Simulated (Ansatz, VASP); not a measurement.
## Two plane-wave programs on Si3TeW

```
Si Te W
1.0
     4.92040    0.00000    0.00000
     0.00000    4.92040    0.00000
     0.00000    0.00000    4.92040
Si Te W
3 1 1
Cartesian
  0.0000 2.4602 2.4602
  2.4602 0.0000 2.4602
  2.4602 2.4602 0.0000
  2.4602 2.4602 2.4602
  0.0000 0.0000 0.0000
```

Alike in both runs: functional PBE; k mesh 8 × 8 × 8; occupations gaussian, width 0.1 eV; no spin polarisation.

Ansatz relaxed the structure, and its values are those at the end. VASP's run is a single point on that final structure, the one shown.

|  | VASP | Ansatz |
| --- | --- | --- |
| version | VASP 6.6.1 | Ansatz 0.2.0 |
| potentials or method | VASP PAW PBE potentials, release 64 (Si, Te, W_sv) | scalar-relativistic, plane waves, PAW |
| plane-wave cutoff (eV) | 520 | 420 |
| valence electrons in the cell | 32 | 42 |

VASP gave:

- gap on the k mesh at the Fermi level (eV): none
- pressure (GPa): 0.2

Task: What did Ansatz give for the same quantities?

Result: gap on the k mesh at the Fermi level (eV): none; pressure (GPa): 0.0.

A gap of «none» marks a metal or a gap that the smearing closes. With one functional, cell and mesh, what is left measures potentials, basis and numerics. The two sets of potentials don't hold the same shells in valence.

The runs have no spin-orbit coupling, so splittings on Te, W are missing.
